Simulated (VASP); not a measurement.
The system is KRuO2.

```
K Ru O
1.0
    -2.30265    2.30265    5.46564
     2.30265   -2.30265    5.46564
     2.30265    2.30265   -5.46564
K Ru O
2 2 4
Direct
  0.50000 0.50000 0.00000
  0.25000 0.75000 0.50000
  0.00000 0.00000 0.00000
  0.75000 0.25000 0.50000
  0.97000 0.47000 0.50000
  0.53000 0.03000 0.50000
  0.22000 0.22000 0.00000
  0.78000 0.78000 0.00000
```

The cell was built by a generator and needn't be a form met in nature.

- Program: VASP 6.6.1
- Task: relaxation of cell and atoms
- Functional: PBE
- Potentials or basis: VASP PAW PBE potentials, release 64 (K_sv, Ru_pv, O)
- Cutoff: 520 eV
- k mesh: 4 × 4 × 4
- Occupations: gaussian, width 0.15 eV
- Spin: no spin polarisation

At the start: pressure -8.9 GPa; volume 14.49 Å³/atom.

Task: How do energy, volume and symmetry change on relaxing?

Result: Over 10 steps the energy falls by 326.0 meV/atom and the volume is 14.39 Å³/atom (-0.7 %); space group I4_1/amd (No. 141, to 0.05 Å).

The path:
| step | energy change (eV) | largest force (eV/Å) | pressure (GPa) | volume (Å³) |
| --- | --- | --- | --- | --- |
| 1 | 0.0000 | 1.7495 | -8.86 | 115.92 |
| 2 | -1.9762 | 1.2546 | 1.98 | 102.63 |
| 3 | -2.0994 | 0.6075 | 8.55 | 99.30 |
| 4 | -2.4453 | 0.3983 | 7.64 | 105.43 |
| 5 | -2.4458 | 0.5389 | 8.05 | 106.10 |
| 6 | -2.3864 | 1.0345 | -7.33 | 120.77 |
| 7 | -2.5928 | 0.2533 | -0.02 | 112.45 |
| 8 | -2.6026 | 0.1570 | 0.19 | 113.42 |
| 9 | -2.6069 | 0.0532 | 0.32 | 115.56 |
| 10 | -2.6079 | 0.0121 | -0.13 | 115.14 |

Final structure:
```
CELL_PARAMETERS angstrom
-2.46347 2.46347 4.74317
2.46347 -2.46347 4.74317
2.46347 2.46347 -4.74317
ATOMIC_POSITIONS crystal
K 0.50000 0.50000 0.00000
K 0.25000 0.75000 0.50000
Ru 0.00000 0.00000 0.00000
Ru 0.75000 0.25000 0.50000
O 0.94982 0.44982 0.50000
O 0.55018 0.05018 0.50000
O 0.19982 0.19982 0.00000
O 0.80018 0.80018 0.00000
```

Caveat: the k mesh is coarse (spacing up to 0.48 Å⁻¹), so the values aren't converged; the relaxation stopped at a loose force limit of 0.08 eV/Å, so its end isn't a converged minimum.
